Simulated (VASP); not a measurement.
OSZICAR of a VASP run on ZnPt (space group P4/mmm):

**OSZICAR**
```
       N       E                     dE             d eps       ncg     rms          rms(c)
DAV:   1     0.963419033512E+02    0.96342E+02   -0.97375E+03  7918   0.166E+03
DAV:   2    -0.696913891335E+01   -0.10331E+03   -0.10017E+03  8029   0.292E+02
DAV:   3    -0.101332965804E+02   -0.31642E+01   -0.31537E+01  9051   0.597E+01
DAV:   4    -0.101542006873E+02   -0.20904E-01   -0.20926E-01  8722   0.419E+00
DAV:   5    -0.101544974967E+02   -0.29681E-03   -0.29715E-03  9331   0.530E-01    0.111E+01
DAV:   6    -0.972541097769E+01    0.42909E+00   -0.12762E+00  8589   0.234E+01    0.576E+00
DAV:   7    -0.968409370569E+01    0.41317E-01   -0.60097E-02 10966   0.326E+00    0.244E+00
DAV:   8    -0.967459315657E+01    0.95005E-02   -0.89520E-03  9912   0.122E+00    0.134E-01
DAV:   9    -0.967448415832E+01    0.10900E-03   -0.67630E-04  9206   0.315E-01    0.465E-02
DAV:  10    -0.967447234059E+01    0.11818E-04   -0.69477E-05  9219   0.103E-01    0.721E-03
DAV:  11    -0.967447517943E+01   -0.28388E-05   -0.19601E-06  8598   0.177E-02    0.480E-03
DAV:  12    -0.967447764213E+01   -0.24627E-05   -0.62015E-07  8547   0.123E-02    0.180E-03
DAV:  13    -0.967447747045E+01    0.17168E-06   -0.39299E-08  4396   0.208E-03    0.312E-04
DAV:  14    -0.967447727327E+01    0.19718E-06   -0.42458E-09  4179   0.909E-04    0.103E-04
DAV:  15    -0.967447728446E+01   -0.11190E-07   -0.82878E-10  4032   0.654E-04
   1 F= -.96744773E+01 E0= -.96744773E+01  d E =0.000000E+00
```

**Question.** Which electronic solver shows in the log?

**Answer.** It is blocked Davidson (ALGO = Normal, or the opening steps of other solvers). The INCAR had ALGO = Normal.

**Question.** Can the final energy be trusted as converged?

**Answer.** Self-consistency was reached. It stopped with EDIFF = 1E-7, NELM = 100 (PBEsol GGA, plane waves, VASP's PBE PAW potentials (set 64)).

The structure comes from a measured ZnPt entry (P4/mmm) of the Crystallography Open Database, whose conditions weren't checked. It was relaxed first.
